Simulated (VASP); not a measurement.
Input:

```
BeZn3O4
1.0
   -2.21319     2.21319     4.38799
    2.21319    -2.21319     4.38799
    2.21319     2.21319    -4.38799
Be Zn O
1 3 4
Direct
  0.00000   0.00000   0.00000
  0.50000   0.50000   0.00000
  0.25000   0.75000   0.50000
  0.75000   0.25000   0.50000
  0.67037   0.67037   0.56314
  0.32963   0.89277   0.00000
  0.10723   0.10723   0.43686
  0.89277   0.32963   0.00000
```

The numbers are results of modified Becke-Johnson potential (mBJ), VASP's PBE PAW potentials (set 64) (plane waves; VASP), not measurements. Numerical set-up: 500 eV cut-off, 6×6×6 Γ-centred mesh, Gaussian smearing of 0.050 eV, potentials Be Zn O.

mBJ is a potential without an energy functional, so only the levels count.

Question: Give the energies of bands 20 to 33 at the high-symmetry points, in eV from the valence-band maximum.

Answer: 
```
band      Γ      X      P      N      M      S      R
----  -----  -----  -----  -----  -----  -----  -----
20    -3.34  -3.33  -3.30  -3.37  -3.00  -3.19  -3.32
21    -2.57  -3.28  -3.23  -3.06  -2.75  -3.09  -3.28
22    -2.50  -3.01  -3.23  -2.87  -2.46  -2.73  -2.96
23    -2.50  -2.61  -2.96  -2.43  -2.03  -2.30  -2.48
24    -2.43  -1.88  -1.49  -2.22  -2.03  -1.97  -1.89
25    -1.97  -1.74  -1.49  -1.74  -1.55  -1.63  -1.77
26    -1.88  -1.31  -1.30  -1.55  -1.36  -1.61  -1.53
27    -1.75  -0.92  -0.98  -1.40  -1.35  -1.43  -0.96
28    -1.75  -0.73  -0.71  -1.01  -1.15  -1.15  -0.77
29    -0.10  -0.60  -0.71  -0.93  -1.15  -1.06  -0.72
30     0.00  -0.40  -0.60  -0.63  -0.62  -0.79  -0.41
31     0.00  -0.15  -0.15  -0.24  -0.62  -0.14  -0.27
32     3.35   7.09   7.19   6.61   5.98   6.80   7.06
33     7.52   8.04   8.20   6.67   6.44   6.91   7.55
```

The gap is direct, 3.35 eV, from the valence maximum at Γ to the conduction minimum at Γ.

The structure comes from a computed database's BeZn3O4 entry (I-42m); how it stands against other phases isn't given here. It was relaxed first. The cell's shape comes from a PBE relaxation.
